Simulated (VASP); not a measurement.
VASP input:

POSCAR:
```
IrO2
1.0
  4.4074835900   0.0000000000   0.0000000000
  0.0000000000   4.4074835900   0.0000000000
  0.0000000000   0.0000000000   3.1159634110
Ir O
2 4
Cartesian
  0.0000000000   0.0000000000   0.0000000000
  2.2037417950   2.2037417950   1.5579817055
  1.3616529916   1.3616529916   0.0000000000
  3.5653947866   0.8420888034   1.5579817055
  0.8420888034   3.5653947866   1.5579817055
  3.0458305984   3.0458305984   0.0000000000
```

**KPOINTS**
```
Automatic mesh
0
gamma
 7 7 10
0 0 0
```

**INCAR**
```
ALGO = Normal
EDIFF = 1E-7
EDIFFG = -0.01
ENCUT = 520
IBRION = 2
ISIF = 4
ISMEAR = 1
LASPH = .TRUE.
LCHARG = .FALSE.
LMAXMIX = 6
LREAL = .FALSE.
LWAVE = .FALSE.
NELM = 100
NSW = 30
PREC = Accurate
SIGMA = 0.1
SYSTEM = IrO2
```

POTCAR, in this order: Ir O (LDA.64 set). Program: vasp_std.

Problem. Write an equivalent input for Quantum ESPRESSO's pw.x.

Solution. One equivalent input (not run):
```
&CONTROL
  calculation = 'vc-relax'
  pseudo_dir = './pseudo'
  outdir = './out'
  tprnfor = .true.
  tstress = .true.
  nstep = 30
  forc_conv_thr = 0.00039
/
&SYSTEM
  ibrav = 0
  nat = 6
  ntyp = 2
  ecutwfc = 84
  occupations = 'smearing'
  smearing = 'methfessel-paxton'
  degauss = 0.00735
  input_dft = 'pz'
/
&ELECTRONS
  conv_thr = 7.3e-09
  electron_maxstep = 100
/
&IONS
/
&CELL
  cell_dofree = 'shape'
/
ATOMIC_SPECIES
  Ir 192.217 Ir.upf
  O 15.999 O.upf
CELL_PARAMETERS angstrom
     4.4074836    0.0000000    0.0000000
     0.0000000    4.4074836    0.0000000
     0.0000000    0.0000000    3.1159634
ATOMIC_POSITIONS crystal
  Ir   0.0000000  0.0000000  0.0000000
  Ir   0.5000000  0.5000000  0.5000000
  O    0.3089411  0.3089411  0.0000000
  O    0.8089411  0.1910589  0.5000000
  O    0.1910589  0.8089411  0.5000000
  O    0.6910589  0.6910589  0.0000000
K_POINTS automatic
  7 7 10 0 0 0
```
What does not carry over: the potentials are each code's own (VASP's PAW set, PseudoDojo norm-conserving files in pw.x), so ENCUT and ecutwfc are chosen apart and not converted; conv_thr bounds pw.x's estimated SCF error, while EDIFF bounds the energy change between steps; forc_conv_thr acts on force components and is met together with etot_conv_thr.

The compound is IrO2 in the rutile structure. This cell is one point of a volume scan, at 0.97 of the reference volume. Symmetry was kept, so distortions that lower it aren't found.
